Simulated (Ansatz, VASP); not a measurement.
# Cross-check of SiCl3 between VASP and Ansatz

One calculation is typed for both programs; each brings its own data sets. How far apart do they land? The cell is generated by rule, not measured, and may not be a known phase. The cell is taken from a series of runs on this material, whose earlier steps may have relaxed, scaled, displaced or heated it; both programs get it as it stands.

Main program and level: Ansatz 0.2.0; plane waves, with VASP 6.6.1 beside it; PBE.

The structure was built from a prototype and need not be the compound's stable phase.

**1. The structure**

It takes space group Pmma (No. 51, orthorhombic). The conventional cell has a = 9.470 Å, b = 4.735 Å, c = 4.735 Å, α = 90.00°, β = 90.00°, γ = 90.00°. Nearest to Si lie 5 Cl at 1.90 to 2.40 Å. Cl has 1 Si at 1.90 Å nearest. Nearest to Cl lie 2 Si at 2.39 Å. Nearest to Cl lie 2 Si at 2.40 Å. Farther neighbours and most contacts between anions are not listed.

As a file:

```cif
data_structure
_symmetry_space_group_name_H-M 'Pmma'
_symmetry_Int_Tables_number 51
_cell_length_a 9.4699
_cell_length_b 4.7349
_cell_length_c 4.7349
_cell_angle_alpha 90.000
_cell_angle_beta 90.000
_cell_angle_gamma 90.000
_cell_volume 212.31
loop_
_atom_site_label
_atom_site_type_symbol
_atom_site_symmetry_multiplicity
_atom_site_Wyckoff_symbol
_atom_site_fract_x
_atom_site_fract_y
_atom_site_fract_z
_atom_site_occupancy
Si1 Si 2 e 0.75000 0.00000 0.93242 1
Cl1 Cl 2 e 0.75000 0.00000 0.53207 1
Cl2 Cl 2 a 0.50000 0.00000 0.00000 1
Cl3 Cl 2 f 0.75000 0.50000 0.01334 1
```

**2. VASP: single point, PBE, pair 1**

With cell and atoms fixed, the geometry can't cause a difference; cores, projectors, grids and the points listed under the comparison can.

Lines of VASP's logs that name or quote its potential files are left out, and so is its time.

INCAR reads:

```
SYSTEM = SiCl3
PREC = Accurate
ENCUT = 500
EDIFF = 1E-06
NELM = 120
ISMEAR = 1
SIGMA = 0.2
LREAL = .FALSE.
ALGO = Normal
GGA = PE
NBANDS = 33
LORBIT = 11
LWAVE = .FALSE.
LCHARG = .FALSE.
ISIF = 2
LASPH = .TRUE.
GGA_COMPAT = .FALSE.
KPAR = 2
```

POSCAR reads:

```
SiCl3
1.0
    4.7349396865      0.0000000000      0.0000000000
    0.0000000000      4.7349396865      0.0000000000
    0.0000000000      0.0000000000      9.4698793730
Si Cl
2 6
Direct
    0.9324173018      0.0000000000      0.0000000000
    0.0675826982      0.0000000000      0.5000000000
    0.5320657529      0.0000000000      0.0000000000
    0.4679342471      0.0000000000      0.5000000000
    0.0000000000      0.0000000000      0.2500000000
    0.0000000000      0.0000000000      0.7500000000
    0.0133403581      0.5000000000      0.0000000000
    0.9866596419      0.5000000000      0.5000000000
```

KPOINTS reads:

```
Automatic mesh
0
Gamma
8 8 4
0 0 0
```

Potentials, in the order of the species: Si and Cl (PBE family, release 64).

On the command line:

```console
mpirun -np 2 vasp_std
```

Numbers of over 12 decimals in the logs are rounded to 6 here.

What it wrote:

```text
[banner, memory and clock lines left out]
running    2 mpi-ranks, on    1 nodes
 distrk:  each k-point on    1 cores,    2 groups
 distr:  one band on    1 cores,    1 groups

 POSCAR found type information on POSCAR SiCl
 POSCAR found :  2 types and       8 ions
 LDA part: xc-table for (Slater+PW92), standard interpolation
 POSCAR, INCAR and KPOINTS ok, starting setup
 FFT: planning ... GRIDC
 FFT: planning ... GRID_SOFT
 FFT: planning ... GRID
 WAVECAR not read
 entering main loop
       N       E                     dE             d eps       ncg     rms          rms(c)
DAV:   1     0.345797160861E+03    0.34580E+03   -0.20901E+04  4950   0.124E+03
DAV:   2     0.511891639615E+01   -0.34068E+03   -0.32929E+03  6629   0.237E+02
DAV:   3    -0.267675809416E+02   -0.31886E+02   -0.31636E+02  6186   0.829E+01
DAV:   4    -0.273954450482E+02   -0.62786E+00   -0.62671E+00  6207   0.135E+01
DAV:   5    -0.274136671629E+02   -0.18222E-01   -0.18213E-01  6140   0.236E+00    0.180E+01
DAV:   6    -0.265651910916E+02    0.84848E+00   -0.14576E+00  5984   0.511E+00    0.104E+01
DAV:   7    -0.265051002915E+02    0.60091E-01   -0.89369E-01  6094   0.400E+00    0.217E+00
DAV:   8    -0.264890333998E+02    0.16067E-01   -0.12771E-01  5925   0.165E+00    0.100E+00
DAV:   9    -0.264900531157E+02   -0.10197E-02   -0.63245E-03  6178   0.432E-01    0.205E-01
DAV:  10    -0.264894190809E+02    0.63403E-03   -0.24096E-03  5972   0.221E-01    0.659E-02
DAV:  11    -0.264894237338E+02   -0.46528E-05   -0.24187E-04  6408   0.740E-02    0.493E-02
DAV:  12    -0.264894265477E+02   -0.28139E-05   -0.41340E-05  5950   0.298E-02    0.252E-02
DAV:  13    -0.264894289119E+02   -0.23642E-05   -0.12160E-05  5911   0.191E-02    0.838E-03
DAV:  14    -0.264894290142E+02   -0.10237E-06   -0.17999E-06  4800   0.626E-03
   1 F= -.26489429E+02 E0= -.26489632E+02  d E =0.609005E-03
```

Parts of OUTCAR (step 2):

```text
ion  position               nearest neighbor table
   1  0.932  0.000  0.000-   3 1.90   5 2.39   6 2.39   7 2.40   7 2.40   3 2.84
   2  0.068  0.000  0.500-   4 1.90   5 2.39   6 2.39   8 2.40   8 2.40   4 2.84
   3  0.532  0.000  0.000-   1 1.90   1 2.84
   4  0.468  0.000  0.500-   2 1.90   2 2.84
   5  0.000  0.000  0.250-   1 2.39   2 2.39
   6  0.000  0.000  0.750-   1 2.39   2 2.39
   7  0.013  0.500  0.000-   1 2.40   1 2.40
   8  0.987  0.500  0.500-   2 2.40   2 2.40

  LATTYP: Found a simple tetragonal cell.
 ALAT       =     4.7349396865
 C/A-ratio  =     2.0000000000

 Subroutine GETGRP returns: Found  8 space group operations
 (whereof  4 operations were pure point group operations)

The static configuration has the point symmetry C_2v.
 The point group associated with its full space group is D_2h.

 Found     75 irreducible k-points:

   k-points           NKPTS =     75   k-points in BZ     NKDIM =     75   number of bands    NBANDS=     33

   dimension x,y,z NGX =    36 NGY =   36 NGZ =   70
   dimension x,y,z NGXF=    72 NGYF=   72 NGZF=  140

   ENCUT  =  500.0 eV  36.75 Ry    6.06 a.u.   8.63  8.63 17.27*2*pi/ulx,y,z

   NELECT =      50.0000    total number of electrons

 k-points in reciprocal lattice and weights: Automatic mesh
   0.00000000  0.00000000  0.00000000       0.004
   0.12500000  0.00000000  0.00000000       0.008
   0.00000000  0.12500000  0.00000000       0.008
   0.25000000  0.00000000  0.00000000       0.008
   0.00000000  0.25000000  0.00000000       0.008
   0.37500000  0.00000000  0.00000000       0.008
   0.00000000  0.37500000  0.00000000       0.008
   0.50000000  0.00000000  0.00000000       0.004
   0.00000000  0.50000000  0.00000000       0.004
[...]
-0.37500000  0.50000000  0.50000000       0.008
   0.50000000  0.50000000  0.50000000       0.004

 average (electrostatic) potential at core
       1 -89.1105       2 -89.1105       3 -94.6880       4 -94.6880       5 -93.9690
       6 -93.9690       7 -93.9652       8 -93.9652

 E-fermi :   1.6896

 k-point     1 :       0.0000    0.0000    0.0000
  band No.  band energies     occupation
    ...
     21      -0.9345      2.00000
     22      -0.7851      2.00000
     23      -0.7303      2.00000
     24      -0.5399      2.00000
     25      -0.5195      2.00000
     26       1.8538      0.00963
     27       4.6477     -0.00000
     28       6.5566      0.00000
     29       6.8183      0.00000
     30       7.0407      0.00000
    ...

 k-point     2 :       0.1250    0.0000    0.0000
  band No.  band energies     occupation
    ...
     21      -0.7954      2.00000
     22      -0.7899      2.00000
     23      -0.7598      2.00000
     24      -0.5393      2.00000
     25      -0.5163      2.00000
     26       1.9482     -0.06962
     27       4.6411     -0.00000
     28       6.7496      0.00000
     29       6.9924      0.00000
     30       7.2128      0.00000
    ...

 k-point     3 :       0.0000    0.1250    0.0000
  band No.  band energies     occupation
    ...
     21      -0.8302      2.00000
     22      -0.7539      2.00000
     23      -0.6237      2.00000
     24      -0.6132      2.00000
     25      -0.4053      2.00000
     26       1.9691     -0.06372
     27       4.5999     -0.00000
     28       6.7206      0.00000
     29       6.9274      0.00000
     30       7.1453      0.00000
    ...

  Total       20.6758106     -1.1112575     -0.3483920      0.0000000      0.0000000      0.0000000
  in kB      156.0270071     -8.3859439     -2.6290899      0.0000000      0.0000000      0.0000000
  external PRESSURE =      48.3373244 kB  Pullay stress =       0.0000000 kB

  energy-cutoff  :      500.00
  volume of cell :      212.31
      direct lattice vectors                 reciprocal lattice vectors
     4.734939686  0.000000000  0.000000000     0.211195932  0.000000000  0.000000000
     0.000000000  4.734939686  0.000000000     0.000000000  0.211195932  0.000000000
     0.000000000  0.000000000  9.469879373     0.000000000  0.000000000  0.105597966

 POSITION                                       TOTAL-FORCE (eV/Angst)
 -----------------------------------------------------------------------------------
      4.41494      0.00000      0.00000         2.943470      0.000000     -0.000000
      0.32000      0.00000      4.73494        -2.943470      0.000000     -0.000000
      2.51930      0.00000      0.00000        -3.424374      0.000000     -0.000000
      2.21564      0.00000      4.73494         3.424374      0.000000     -0.000000
      0.00000      0.00000      2.36747        -0.000000     -0.000000     -0.000000
      0.00000      0.00000      7.10241        -0.000000     -0.000000      0.000000
      0.06317      2.36747      0.00000         0.285650      0.000000     -0.000000
      4.67177      2.36747      4.73494        -0.285650      0.000000     -0.000000
 -----------------------------------------------------------------------------------
    total drift:                                0.000000      0.000000      0.000000

  FREE ENERGIE OF THE ION-ELECTRON SYSTEM (eV)
  ---------------------------------------------------
  free  energy   TOTEN  =       -26.4894290142 eV

  energy  without entropy=      -26.4900380194  energy(sigma->0) =      -26.48963202

 total charge
# of ion       s       p       d       tot
------------------------------------------
    1        0.815   0.683   0.000   1.497
    2        0.815   0.683   0.000   1.497
    3        1.614   3.615   0.000   5.229
    4        1.614   3.615   0.000   5.229
    5        1.608   3.498   0.000   5.106
    6        1.608   3.498   0.000   5.106
    7        1.609   3.493   0.000   5.102
    8        1.609   3.493   0.000   5.102
--------------------------------------------------
tot         11.290  22.579   0.000  33.869

[... 3 further parts left out ...]
```

The run ends at a pressure of 4.83 GPa, with forces up to 3.4 eV/Å.

**3. Ansatz: single point, PBE, pair 1**

Ansatz runs on norm-conserving files, of PseudoDojo where its log says so.

The same cell, functional, mesh and smearing now go to Ansatz, which takes its cutoff from its data sets.

input.yaml reads:

```yaml
crystal:
  lattice:
    - [4.7349396865, 0.0, 0.0]
    - [0.0, 4.7349396865, 0.0]
    - [0.0, 0.0, 9.469879373]
  atoms:
    - { symbol: Si, position: [-0.0675826982, 0.0, 0.0] }
    - { symbol: Si, position: [0.0675826982, 0.0, 0.5] }
    - { symbol: Cl, position: [0.5320657529, 0.0, 0.0] }
    - { symbol: Cl, position: [0.4679342471, 0.0, 0.5] }
    - { symbol: Cl, position: [0.0, 0.0, 0.25] }
    - { symbol: Cl, position: [0.0, 0.0, 0.75] }
    - { symbol: Cl, position: [0.0133403581, 0.5, 0.0] }
    - { symbol: Cl, position: [-0.0133403581, 0.5, 0.5] }
kpoints:
  mp_grid: { grid: [8, 8, 4] }
hamiltonian:
  xc: pbe
  pseudopotentials: { kind: nc }
scf:
  occupations: { method: methfessel_paxton, width: 0.2 }
output:
  forces: true
  stress: true
  eigenvalues: true
```

On the command line:

```console
ansatz run input.yaml --threads 4 --pin off --max-ram 14336MiB --backend cpu --events-out ev --progress --plain --runs-dir out
```

What it wrote:

```text
Engine: ansatz 0.2.0, aarch64-unknown-linux-gnu
Pseudopotentials: kind: nc
Pseudopotential: Si, nc, valence charge 4, recommended cutoff 489.804952 eV (normal), Si.nc.azcp
Pseudopotential: Cl, nc, valence charge 7, recommended cutoff 789.130201 eV (normal), Cl.nc.azcp (PseudoDojo's, or run here from an input of PseudoDojo's: the run reads no file of this project's for it)
Functional definition: PBE
  parameter kappa = 0.804
  parameter beta = 0.066725
  exchange = pbe_x(kappa = kappa, mu = beta*pi^2/3)
  correlation = pbe_c(beta = beta)
Crystal: 8 atoms, lattice volume = 212.311 Å³
Basis set: ecut = 789.130201 eV, 10735 PW (Γ), exchange–correlation on 90×90×180 points (8 copies of the dense FFT grid, shifted against one another)
Bands: 33, of which v1, the nominal top of the filled ones, is band 25 counted from 1 (24 counted from 0)
Symmetry: 8 space group operations
Space group: Pmma (ITA 51), of the structure as read, at distance tolerance 6.0e-5 Å
k-points: 75 of 256
Non-local potential: Si, projectors of the file, l = 0: 2, l = 1: 2, l = 2: 2
Non-local potential: Cl, projectors of the file, l = 0: 2, l = 1: 2, l = 2: 2
Initial density: superposition of atomic densities (chi_scale 0.1, normalization cell, long waves kept (reshape's long-wave potential 0.02 eV rms))
Initial wavefunctions: pseudopotential atomic-orbital guess
Functional: x = pbe(κ = 0.804, μ = 0.219515), c = pbe(β = 0.066725)
SCF iter   1: F=—  HF=-2912.680692 eV  |F-HF|=—  |Δ(HF+E_count)|=         —  Δρ=2.74e-2  dr2=1.52e0  ethr=3.10e-3  ⟨swp⟩=12.7  Hψ=17873  notcnv=0  defer=6
preconditioner: auto → LDOS  [metal: Δε(μ)=0.085 eV  Ē_g=11.691 eV  σ=0.200 eV  W_gap=0.35  n_scr=38 (ndim 8)  ℏωp=18.0 eV  f_vac=0.142  D(μ)=1.36/eV (n_scr^D=2)  β→1.0]
SCF iter   2: F=—  HF=-2912.364659 eV  |F-HF|=—  |Δ(HF+E_count)|=   3.16e-1  S|Δr|=    0.00e0  Δρ=1.15e-2  dr2=3.62e-1  ethr=3.04e-3  ⟨swp⟩=3.0  Hψ=5757  notcnv=0  defer=188
SCF iter   3: F=—  HF=-2912.239200 eV  |F-HF|=—  |Δ(HF+E_count)|=   1.25e-1  S|Δr|=    0.00e0  Δρ=2.33e-3  dr2=1.22e-2  ethr=7.23e-4  ⟨swp⟩=2.5  Hψ=4531  notcnv=0  defer=188
SCF iter   4: F=—  HF=-2912.236436 eV  |F-HF|=—  |Δ(HF+E_count)|=   2.76e-3  S|Δr|=    0.00e0  Δρ=5.27e-4  dr2=5.36e-4  ethr=2.44e-5  ⟨swp⟩=2.1  Hψ=3806  notcnv=0  defer=188
SCF iter   5: F=—  HF=-2912.236325 eV  |F-HF|=—  |Δ(HF+E_count)|=   1.11e-4  S|Δr|=    0.00e0  Δρ=1.33e-4  dr2=3.89e-5  ethr=1.07e-6  ⟨swp⟩=2.0  Hψ=4150  notcnv=0  defer=188
SCF iter   6: F=—  HF=-2912.236287 eV  |F-HF|=—  |Δ(HF+E_count)|=   3.73e-5  S|Δr|=    0.00e0  Δρ=3.52e-5  dr2=2.51e-6  ethr=7.78e-8  ⟨swp⟩=2.4  Hψ=4060  notcnv=0  defer=188
SCF iter   7: F=—  HF=-2912.236287 eV  |F-HF|=—  |Δ(HF+E_count)|=   3.52e-7  S|Δr|=    0.00e0  Δρ=9.47e-6  dr2=2.02e-7  ethr=5.03e-9  ⟨swp⟩=2.0  Hψ=4078  notcnv=0  defer=188
SCF iter   8: F=-2912.236287 eV  HF=-2912.236287 eV  |F-HF|=3.72e-9  |Δ(HF+E_count)|=   3.80e-8  S|Δr|=    0.00e0  Δρ=1.95e-6  dr2=7.98e-9  ethr=2.00e-10  ⟨swp⟩=17.3  Hψ=16645  notcnv=0
SCF 1 converged in 8 iterations: F = -2912.236287 eV  dr2 = 7.98e-9
SCF converged after 8 iterations
Stability not checked: this state was not tested for a lower state beside it, because cold or Methfessel-Paxton smearing, or corrected tetrahedra, fill the levels in a way that the test cannot read (fill_not_monotonic; see scf.lower_state_search)
Free energy (F): -2912.236287 eV
Harris-Foulkes:  -2912.236287 eV  (|F-HF|=3.72e-9)
Internal energy: -2912.236914 eV  (E = F + TS)
E sigma→0 (E₀):  -2912.236444 eV
Entropy (-TS):   0.000627 eV (0.078 meV/atom)
Fermi energy:    2.612886 eV
Step filling:    the computed levels leave a gap of 0.0762 eV = 0.4 smearing widths at the electron count; against every level under it full and every level over it empty, smearing changes F+E_penalty+E_count by -0.058 meV and its σ→0 estimate by -0.215 meV
--- Per-component energies (eV) ---
  E_band       = -213.886249
  E_kinetic    = 1001.055279
  E_local      = -2204.262912  (includes V_loc(G=0)·N_el)
  E_nonlocal   = 404.524600
  E_hartree    = 658.697851
  E_xc         = -817.309266
  E_vxc        = -732.598842  (∫ρ·V_xc dr)
  E_ewald      = -1954.942465
  E_smearing   = 0.000627  (= −TS)
  E_closure    = -0.000000  (closes the sum)
  Σ components = -2912.236287   (vs F -2912.236287, Δ=0.00e0)
--- Forces (eV/Å), atoms counted from 1 ---
  atom   1  Si     3.05686196     0.00000000     0.00000000
  atom   2  Si    -3.05686196     0.00000000     0.00000000
  atom   3  Cl    -3.53973183     0.00000000     0.00000000
  atom   4  Cl     3.53973183     0.00000000     0.00000000
  atom   5  Cl     0.00000000     0.00000000     0.00000000
  atom   6  Cl     0.00000000     0.00000000     0.00000000
  atom   7  Cl     0.28707881     0.00000000     0.00000000
  atom   8  Cl    -0.28707881     0.00000000     0.00000000
  max |Σ_I F_I| component: 5.00e-16 eV/Å
--- Stress (GPa, compression-positive) ---
       15.953386       0.000000       0.000000
        0.000000      -0.765354       0.000000
        0.000000       0.000000      -0.188538
  P = ⅓ Tr σ = 4.9998 GPa (49.998 kbar)
--- Band table (eV; the first three rows and the last of 75) ---
  k-point 0: bands = [... 21 lower, 0.1580, 0.2156, 0.4030, 0.4242, 2.7730, 5.5599, 7.4885, 7.6910, ... 4 higher]
  k-point 1: bands = [... 21 lower, 0.1612, 0.1958, 0.3089, 0.5500, 2.1724, 6.2612, 7.6757, 7.7120, ... 4 higher]
  k-point 2: bands = [... 21 lower, 0.0852, 0.1698, 0.1698, 1.1926, 1.1926, 7.5459, 7.5459, 7.7700, ... 4 higher]
  k-point 74: bands = [... 21 lower, 0.7299, 0.8204, 0.8204, 4.0631, 4.0631, 5.0101, 5.0101, 6.2430, ... 4 higher]
```

Reading the cycles: dr2 is the Hartree energy of the density residual (eV), the measure of convergence; HF is the Harris–Foulkes estimate of the energy, which meets the free energy F at convergence.

The run ends at a pressure of 5.00 GPa, with forces up to 3.5 eV/Å.

**4. Side by side**

Known differences besides the potentials themselves: the cutoff is 789.13 eV in Ansatz and 500 eV in VASP. Total energies have different zeros and are not compared.

The two programs side by side:

```tsv
quantity	Ansatz	VASP	difference
pressure (GPa)	5.00	4.83	+0.17
```

Forces (eV/Å; atoms numbered as in POSCAR):

```tsv
atom	Ansatz x, y, z	VASP x, y, z
Si1	3.057, 0.000, 0.000	2.943, 0.000, 0.000
Si2	-3.057, 0.000, 0.000	-2.943, 0.000, 0.000
Cl3	-3.540, 0.000, 0.000	-3.424, 0.000, 0.000
Cl4	3.540, 0.000, 0.000	3.424, 0.000, 0.000
Cl5	0.000, 0.000, 0.000	0.000, 0.000, 0.000
Cl6	0.000, 0.000, 0.000	0.000, 0.000, 0.000
Cl7	0.287, 0.000, 0.000	0.286, 0.000, 0.000
Cl8	-0.287, 0.000, 0.000	-0.286, 0.000, 0.000
```

The forces differ by 47 meV/Å r.m.s., which is 3.6 % of the r.m.s. force of 1.306 eV/Å (both taken over all components).

**5. VASP: single point, PBE, pair 2**

With cell and atoms fixed, the geometry can't cause a difference; cores, projectors, grids and the points listed under the comparison can.

INCAR is that of step 2.

POSCAR reads:

```
SiCl3
1.0
    4.7349396865      0.0000000000      0.0000000000
    0.0000000000      4.7349396865      0.0000000000
    0.0000000000      0.0000000000      9.4698793730
Si Cl
2 6
Direct
    0.9921353724      0.0030844103      0.0000000000
    0.0078646276      0.9969155897      0.5000000000
    0.5037315054      0.9993911587      0.0000000000
    0.4962684946      0.0006088413      0.5000000000
    0.0000000000      0.0000000000      0.2500000000
    0.0000000000      0.0000000000      0.7500000000
    0.0015524232      0.4985365494      0.0000000000
    0.9984475768      0.5014634506      0.5000000000
```

KPOINTS is that of step 2.

On the command line:

```console
mpirun -np 2 vasp_std
```

What it wrote:

```text
[... set-up lines as in an earlier step ...]
 entering main loop
       N       E                     dE             d eps       ncg     rms          rms(c)
DAV:   1     0.339097490024E+03    0.33910E+03   -0.20876E+04  6732   0.123E+03
DAV:   2     0.451736081879E+01   -0.33458E+03   -0.32342E+03  9144   0.234E+02
DAV:   3    -0.271111305502E+02   -0.31628E+02   -0.31349E+02  8310   0.818E+01
DAV:   4    -0.277513197525E+02   -0.64019E+00   -0.63886E+00  8546   0.135E+01
[...]
DAV:  11    -0.267126356052E+02   -0.14681E-04   -0.12064E-04  8288   0.517E-02    0.104E-02
DAV:  12    -0.267126355406E+02    0.64615E-07   -0.12916E-05  8314   0.190E-02    0.426E-03
DAV:  13    -0.267126358388E+02   -0.29819E-06   -0.10537E-06  5882   0.579E-03
   1 F= -.26712636E+02 E0= -.26710418E+02  d E =-.665243E-02
```

OUTCAR, selected parts (step 5):

```text
  Total        0.1105473     -0.1291595     -0.1608591     -0.0154630      0.0000000      0.0000000
  in kB        0.8342292     -0.9746834     -1.2139001     -0.1166896      0.0000000      0.0000000
  external PRESSURE =      -0.4514515 kB  Pullay stress =       0.0000000 kB

 POSITION                                       TOTAL-FORCE (eV/Angst)
 -----------------------------------------------------------------------------------
      4.69770      0.01460      0.00000        -0.243744      0.097094      0.000000
      0.03724      4.72034      4.73494         0.243744     -0.097094      0.000000
      2.38514      4.73206      0.00000         0.147303     -0.023200      0.000000
      2.34980      0.00288      4.73494        -0.147303      0.023200      0.000000
      0.00000      0.00000      2.36747         0.000000      0.000000      0.000000
      0.00000      0.00000      7.10241         0.000000      0.000000      0.000000
      0.00735      2.36054      0.00000         0.059641     -0.059379      0.000000
      4.72759      2.37440      4.73494        -0.059641      0.059379      0.000000
 -----------------------------------------------------------------------------------
    total drift:                                0.000000      0.000000      0.000000

  FREE ENERGIE OF THE ION-ELECTRON SYSTEM (eV)
  ---------------------------------------------------
  free  energy   TOTEN  =       -26.7126358388 eV

  energy  without entropy=      -26.7059834082  energy(sigma->0) =      -26.71041836

[... 1 part as in an earlier step ...]

[... 2 further parts left out ...]
[key lines of the parts left out:]
E-fermi :   1.2104
```

The run ends at a pressure of -0.05 GPa, with forces up to 0.26 eV/Å.

(Continued in part 2 of 2.)

[Lines on the potential files, build, host, timing and source positions are cut from VASP's logs without a mark.]

[Logs are printed without paths, hosts, clocks, repeated set-up lines and the standing remarks that a program may print on its own settings, such as how far it seeks lower states.]

[Hosts, paths, dates, database ids (printed as entryN), source tags and the programs' standing remarks are cut or masked in the printed files.]
